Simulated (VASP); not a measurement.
Given:

Space group Fm-3m (No. 225); a = 6.625 Å, b = 6.625 Å, c = 6.625 Å, α = 90.00°, β = 90.00°, γ = 90.00°

| atom | site | symmetry | x | y | z |
|---|---|---|---|---|---|
| Sr | 4a | m-3m | 0.0000 | 0.0000 | 0.0000 |
| Te | 4b | m-3m | 0.5000 | 0.5000 | 0.5000 |
(The calculation used a cell of 2 atoms; values per cell refer to that cell.)

Computed with PBE GGA with D3 dispersion (Becke-Johnson damping), VASP's PBE PAW potentials (set 64) (plane waves; VASP 6.6.1). Numerical set-up: 520 eV cut-off, 7×7×7 Γ-centred mesh, Gaussian smearing of 0.050 eV, potentials Sr_sv Te.

Question: Give the energy at these volumes per atom, relative to the lowest: 34.16, 35.25, 36.34, 37.43, 38.52 Å³.

Answer: 16.2, 3.8, 0.0, 3.5, 13.2 meV/atom. A third-order Birch-Murnaghan fit gives B0 = 35.7 GPa and B0′ = 4.2.

Measured: bulk modulus 39.5 GPa (computed value off by -9.6 %), a 6.659 Å (computed value off by -0.5 %), as given by S. C. Rakesh Roshan et al., ACS Applied Energy Materials (2021), arXiv:2110.13857. The calculation is for a static lattice, while the measured bulk modulus, a hold thermal and zero-point effects, which are part of the difference.

The compound is SrTe in the rock salt structure. It was relaxed first.
